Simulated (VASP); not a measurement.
```
CELL_PARAMETERS angstrom
      0.00000     2.67634     2.67634
      2.67634     0.00000     2.67634
      2.67634     2.67634     0.00000
ATOMIC_POSITIONS crystal
  Co 0.00000 0.00000 0.00000
  Si 0.75000 0.75000 0.75000
  Si 0.25000 0.25000 0.25000
```

The numbers are results of PBE GGA, VASP's PBE PAW potentials (set 64) (plane waves; VASP), not measurements. Run with 300 eV cut-off, 11×11×11 Γ-centred mesh, Gaussian smearing of 0.27 eV, potentials Co Si.

Task: Predict the energy per atom (σ→0), band gap (on the k-mesh) with the smallest direct gap where there is one.

Result: 
* **band gap (on the k-mesh)**: none (metal, semimetal or under 0.01 eV)
* **energy per atom (σ→0)**: -6.429 eV/atom

The absolute energy has meaning only against runs of the same code, potentials and settings.

The structure comes from a computed database's CoSi2 entry; how it stands against other phases isn't given here. The cell was not relaxed at this level. The run is not spin-polarised, so no magnetic state was tried. The electron count is odd and the run is not spin-polarised, which forces a metal.
